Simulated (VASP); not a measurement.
# YSe: formation energy of Se on the Y site, part 5 of 5

How easily does Se on the Y site form in YSe? The host is relaxed first, then a supercell is run with and without the defect. The start is a cell from a database of measured crystal structures.

VASP 6.6.1, plane waves and PAW; the level of theory is named at each step.

So far. Step 5 (Reference Y): The run ended after 8 ionic steps, 0.030 eV below its first step, once forces and stress met EDIFFG = -0.02. Step 5 (Reference Y): Energy at zero smearing: -13.62051 eV.

**6. Relaxing the defect (continued)**

Level of this step: PBEsol; plane waves and PAW (Se, Y_sv) (VASP).

From OUTCAR (step 6):

```text
   k-points           NKPTS =     17   k-points in BZ     NKDIM =     17   number of bands    NBANDS=    123

   NELECT =     199.0000    total number of electrons

 E-fermi :   5.5982

 k-point     1 :       0.0000    0.0000    0.0000
  band No.  band energies     occupation
    ...
     97       4.6897      2.00000
     98       4.9098      2.00001
     99       4.9352      2.00003
    100       5.2181      2.02175
    101       5.2394      2.02934
    102       5.7688     -0.00473
    103       6.0726     -0.00402
    104       6.1462     -0.00074
    105       6.3008     -0.00001
    106       6.4330     -0.00000
    ...

  Total       11.7663960     11.7663960     10.9687293     -2.2194645      1.4423615      1.4423614
  in kB       34.1082486     34.1082486     31.7959845     -6.4337498      4.1810953      4.1810953
  external PRESSURE =      33.3374939 kB  Pullay stress =       0.0000000 kB

 POSITION                                       TOTAL-FORCE (eV/Angst)
 -----------------------------------------------------------------------------------
      2.84508      2.84508      2.84508         0.000000      0.000000      0.000000
      5.69306      5.69306     11.35559         0.007678      0.007678     -0.002858
      8.50033      8.50033     10.99584         0.000751      0.000751     -0.004547
      5.72289      5.72289      0.15193         0.006335      0.006335     -0.019114
     11.44090     13.84290      8.52764        -0.013859      0.011922      0.001117
      6.07266      8.47466      8.54284        -0.011922      0.013859     -0.001117
      8.35753      5.86787      2.84508        -0.005627      0.005627      0.000000
     13.84290     11.44090      8.52764         0.011922     -0.013859      0.001117
      8.47466      6.07266      8.54284         0.013859     -0.011922     -0.001117
      5.86787      8.35753      2.84508         0.005627     -0.005627      0.000000
     11.41523     11.41523      6.07464        -0.000751     -0.000751      0.004547
      5.68726      5.68726      5.71489        -0.007678     -0.007678      0.002858
      8.50251      8.50251      5.53823        -0.006335     -0.006335      0.019114
      5.44025      5.44025      2.91306        -0.000681     -0.000681      0.013750
      8.78515      8.78515      2.77710         0.000681      0.000681     -0.013750
      5.69016      2.84508      5.69016         0.000000      0.000000      0.000000
      8.53370      5.52770      5.81489        -0.003362      0.000071     -0.000988
     11.38186      8.69770      5.56543         0.003362     -0.000071      0.000988
      2.84508      5.69016      5.69016         0.000000      0.000000      0.000000
      5.52770      8.53370      5.81489         0.000071     -0.003362     -0.000988
      8.69770     11.38186      5.56543        -0.000071      0.003362      0.000988
      5.69016      5.69016      8.53524         0.000000      0.000000     -0.000000
      8.76980      8.76980      8.28186         0.015577      0.015577      0.016140
     11.14576     11.14576      8.78862        -0.015577     -0.015577     -0.016140
 -----------------------------------------------------------------------------------
    total drift:                                0.000094      0.000094     -0.000006

  FREE ENERGIE OF THE ION-ELECTRON SYSTEM (eV)
  ---------------------------------------------------
  free  energy   TOTEN  =      -165.6573848481 eV

  energy  without entropy=     -165.6588231094  energy(sigma->0) =     -165.65786427

[... 6 parts as in an earlier step ...]

[... 11 further parts left out ...]
```

The run keeps the 4 symmetry operations of its start, so it cannot find a distortion of lower symmetry.

The steps of the relaxation:

```tsv
step	energy less that of the first step (eV)	largest force (eV/Å)
1	0.0000	0.6202
2	-0.0593	0.5018
3	-0.1942	0.3634
4	-0.2347	1.0041
5	-0.2593	0.6988
6	-0.3129	0.6251
7	-0.4462	0.4053
8	-0.5512	0.9076
9	-0.6578	0.8095
10	-0.7599	0.7999
11	-0.7723	0.5816
12	-0.9213	0.3448
13	-0.9632	0.6901
14	-1.0504	0.2534
15	-1.0552	0.1523
16	-1.0637	0.0803
17	-1.0646	0.0922
18	-1.0690	0.0447
19	-1.0700	0.0878
20	-1.0714	0.0322
21	-1.0715	0.0273
```

The atoms that moved most (Å):

```tsv
atom	dx	dy	dz	length
Y24	-0.235	-0.235	0.253	0.417
Y23	0.235	0.235	-0.253	0.417
Se3	-0.035	-0.035	-0.384	0.388
Se11	0.035	0.035	0.384	0.388
Se9	-0.061	0.383	0.008	0.387
Se5	0.061	-0.383	-0.008	0.387
Se6	0.383	-0.061	0.008	0.387
Se8	-0.383	0.061	-0.008	0.387
```

Final coordinates:

```xyz
24
Lattice="0.0000 5.6902 5.6902 5.6902 0.0000 5.6902 8.5352 8.5352 0.0000" Properties=species:S:1:pos:R:3 pbc="T T T"
Se    2.8451    2.8451    2.8451
Se    0.0029    0.0029   -0.0247
Se    2.8102    2.8102   -0.3845
Se    5.7229    5.7229    0.1519
Se    2.9057   -0.3825    2.8375
Se    6.0727    2.7845    2.8527
Se    8.3575    5.8679    2.8451
Se   -0.3825    2.9057    2.8375
Se    2.7845    6.0727    2.8527
Se    5.8679    8.3575    2.8451
Se    2.8800    2.8800    6.0746
Se    5.6873    5.6873    5.7149
Se    8.5025    8.5025    5.5382
Y     5.4402    5.4402    2.9131
Y     8.7852    8.7852    2.7771
Y     5.6902    2.8451    5.6902
Y     8.5337    5.5277    5.8149
Y    11.3819    8.6977    5.5654
Y     2.8451    5.6902    5.6902
Y     5.5277    8.5337    5.8149
Y     8.6977   11.3819    5.5654
Y     5.6902    5.6902    8.5352
Y     8.7698    8.7698    8.2819
Y    11.1458   11.1458    8.7886
```

This step gave:

```
electronic cycles       : 236
electrons               : 199
free energy (TOTEN)     : -165.6574 eV
energy at zero smearing : -165.6579 eV
Fermi energy            : 5.598 eV
```

Valence density in the ac plane at fractional y = 0.250, through the centre, with atoms of Se and Y within 0.45 Å of it. It is the smooth field of the valence electrons, not physical close to the nuclei.

Ten even steps from '_' (0.1 e/Å³) to '@' (4.4 e/Å³), each cell a mean:
```
____________________________________________
____..--==--..____________..::::..__________
____..==%%@@**::__________::++%%**--________
______::++@@%%++..________..==%%@@##--______
________..--==--..__________..--****--..____
________________________________......______
____________________________________________
____________________________________________
____________________________________________
____________________________________________
______......________________..::--::________
______--****==..____________..++%%##==..____
______::**@@@@++..____________--%%@@##--____
________::++##**::______________::++++--..__
__________..::::..__________________....____
____________________________________________
____________________________________________
____________________________....____________
______........______________--++++::________
______....____..____________--##@@%%--______
________....__....__________..==##%%++::____
__________........______________::----..____
____________________________________________
____________________________________________
```
Columns run along a (8.0 Å), rows up along c (12.1 Å). Atoms in or near the plane, at fractional coordinates: Se at (0.25, 0.17), Y at (0.26, 0.47), Y at (0.24, 0.87), Y at (0.75, 0.17), Y at (0.78, 0.48), Y at (0.72, 0.85).

The run ended after 21 ionic steps, 1.071 eV below its first step, once the forces on the free atoms met EDIFFG = -0.03.

The 6 first neighbours (Se) lie 2.85 Å from the site in the perfect crystal and 3.23 Å on average from the atom on it after the relaxation (+13.5 %).

**7. Putting the energies together**

This step: point defect, PBEsol; plane waves and PAW (VASP 6.6.1).

Derived from the runs above.

Numbers from this step:

* formation energy of the neutral defect: 3.964 eV
* host formation enthalpy: -1.861 eV/atom

Formation energy:

```tsv
formation energy (eV)	largest move (Å)
3.964	0.4174
```

The formation energy is the energy of the relaxed defect cell less that of the perfect cell, with each removed atom booked to its reference and each added atom taken from it.

References, in eV an atom: Se -3.850 (crystal P3_121) and Y -6.810 (crystal P6_3/mmc). They were run at the supercell's cutoff and functional, without U, and count both elements from their own phases.

**8. What came out**

| Item | Value |
| --- | --- |
| formation energy at charge 0 | 3.964 eV |
| host formation enthalpy | -1.86 eV/atom |

In words: Se on the Y site costs 3.96 eV, with every exchanged atom at the energy of its element. The 6 first neighbours (Se) lie 2.85 Å from the site in the perfect crystal and 3.23 Å on average from the atom on it after the relaxation (+13.5 %). With metallic smearing the value can move by tenths of an eV with the k mesh. The supercell of 24 atoms is small, so interactions between images remain.

[Lines on the potential files, build, host, timing and source positions are cut from VASP's logs without a mark.]

[Logs are printed without paths, hosts, clocks, repeated set-up lines and the standing remarks that a program may print on its own settings, such as how far it seeks lower states.]

[Hosts, paths, dates, database ids (printed as entryN), source tags and the programs' standing remarks are cut or masked in the printed files.]

[In band tables of VASP the shares of atoms and orbitals are scaled to a sum of 1 inside the atoms' spheres.]

[Runs that stopped without an error message from VASP are left out.]
